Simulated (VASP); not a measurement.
Consider the following.

```xyz
5
Lattice="5.6651 0.0000 0.0000 0.0000 5.6651 0.0000 0.0000 0.0000 5.6651" Properties=species:S:1:pos:R:3 pbc="T T T"
Cs     0.0000     0.0000     0.0000
Pb     2.8326     2.8326     2.8326
Br     2.8326     0.0000     2.8326
Br     0.0000     2.8326     2.8326
Br     2.8326     2.8326     0.0000
```

Level of theory: PBE GGA, VASP's PBE PAW potentials (set 64) (plane waves; VASP). Settings: 500 eV cut-off, 4×4×4 Γ-centred mesh, Gaussian smearing of 0.050 eV, potentials Cs_sv Pb_d Br.

Energy and stress use the plane-wave basis of the starting cell.

Q: The ions, cell shape and volume at an external pressure of 10.0 GPa are relaxed. Which structure does the run end with?

A: 
```xyz
5
Lattice="5.4780 0.0000 0.0000 0.0000 5.4780 0.0000 0.0000 0.0000 5.4780" Properties=species:S:1:pos:R:3 pbc="T T T"
Cs     0.0000     0.0000     0.0000
Pb     2.7390     2.7390     2.7390
Br     2.7390     0.0000     2.7390
Br     0.0000     2.7390     2.7390
Br     2.7390     2.7390     0.0000
```
Space group Pm-3m (221), at a tolerance of 0.03 Å.

Q: How do energy and volume change from the first to the last step?

A: The energy (σ→0) changes by +158.6 meV/atom and the volume by -9.6 %, in 3 ionic steps.

The compound is CsPbBr3 in the cubic perovskite structure, the ideal cubic form; the compound distorts at low or room temperature. This run relaxes it under an external pressure of 10 GPa. Symmetry was kept, so distortions that lower it aren't found.
